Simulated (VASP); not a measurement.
Data:

```
CELL_PARAMETERS angstrom
      4.07301     0.00000     0.00000
      0.00000     4.07301     0.00000
      0.00000     0.00000     4.07301
ATOMIC_POSITIONS crystal
  Cs 0.00000 0.00000 0.00000
  Cl 0.50000 0.50000 0.50000
```

All values below come from PBEsol GGA, VASP's PBE PAW potentials (set 64) (plane waves; VASP 6.6.1). Settings: 500 eV cut-off, 7×7×7 Γ-centred mesh, Gaussian smearing of 0.050 eV, potentials Cs_sv Cl.

Energy and stress use the plane-wave basis of the starting cell.

### Question
The ions, cell shape and volume at an external pressure of 5.0 GPa are relaxed. What does this cell relax into?

### Answer

```
CELL_PARAMETERS angstrom
      3.84784     0.00000     0.00000
      0.00000     3.84784     0.00000
      0.00000     0.00000     3.84784
ATOMIC_POSITIONS crystal
  Cs 0.00000 0.00000 0.00000
  Cl 0.50000 0.50000 0.50000
```
Space group Pm-3m (221), at a tolerance of 0.03 Å.

### Question
How do energy and volume change from the first to the last step?

### Answer
The energy (σ→0) changes by +68.5 meV/atom and the volume by -15.7 %, in 3 ionic steps.

The compound is CsCl in the CsCl type structure. This run relaxes it under an external pressure of 5 GPa. Symmetry was kept, so distortions that lower it aren't found.
